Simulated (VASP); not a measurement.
Consider the following.

```
BeS
1.0
    0.00000     2.39029     2.39029
    2.39029     0.00000     2.39029
    2.39029     2.39029     0.00000
Be S
1 1
Cartesian
  4.78058   4.78058   4.78058
  1.19515   1.19515   1.19515
```

All values below come from PBE GGA, VASP's PBE PAW potentials (set 64) (plane waves; VASP 6.6.1). Numerical set-up: 480 eV cut-off, 8×8×8 Γ-centred mesh, Gaussian smearing of 0.050 eV, potentials Be S.

**Question.** What does the run give for the energy per atom (σ→0), pressure?

**Answer.** 
- energy per atom (σ→0) = -4.991 eV/atom
- pressure = 6.16 GPa

Only differences to runs with the same potentials and settings are physical.

The compound is BeS in the zinc blende structure. This cell was strained or had an atom moved on purpose.
